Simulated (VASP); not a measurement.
Here is the system:

```
CELL_PARAMETERS angstrom
      1.79204    -3.10391     0.00000
      1.79204     3.10391     0.00000
      0.00000     0.00000    11.52481
ATOMIC_POSITIONS crystal
  La 0.00000 0.00000 0.50000
  La 0.00000 0.00000 0.00000
  La 0.33333 0.66667 0.25000
  La 0.66667 0.33333 0.75000
```

The numbers are results of LDA (Ceperley-Alder, Perdew-Zunger), VASP's LDA PAW potentials (set 64) (plane waves; VASP), not measurements. Settings: 520 eV cut-off, Gaussian smearing of 0.050 eV, potentials La.

Question: Estimate the band gap (along the path) with the smallest direct gap where there is one.

Answer: 
```json
{
  "band gap (along the path)": "none (metal, semimetal or under 0.01 eV)"
}
```

The compound is La in the dhcp structure. It was relaxed first, which changed the volume by -14 %.
